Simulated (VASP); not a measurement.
Consider the following.

```xyz
3
Lattice="1.8780 -3.2528 0.0000 1.8780 3.2528 0.0000 0.0000 0.0000 4.8951" Properties=species:S:1:pos:R:3 pbc="T T T"
Pt     0.0000     0.0000     0.0000
Se     1.8780     1.0843     1.2719
Se     1.8780    -1.0843     3.6232
```

Computed with PBEsol GGA, VASP's PBE PAW potentials (set 64) (plane waves; VASP). Settings: 500 eV cut-off, 9×9×6 Γ-centred mesh, first-order Methfessel-Paxton smearing of 0.10 eV, potentials Pt Se.

Without a dispersion term in the relaxation, distances and binding between the weakly bound layers, chains or molecules are unreliable, and so is what depends on them. Unless said otherwise, spin-orbit coupling is left out, though it shifts the bands of the heavy elements here.

**Question.** Estimate the energy per atom (σ→0), band gap (on the k-mesh) with the smallest direct gap where there is one.

**Answer.** 
| Property | Result |
|---|---|
| band gap (on the k-mesh) | none (metal, semimetal or under 0.01 eV) |
| energy per atom (σ→0) | -5.302 eV/atom |

Total energies compare only between runs with the same potentials, cut-off and functional.

The compound is PtSe2 in the 1T layered structure. It was relaxed first.
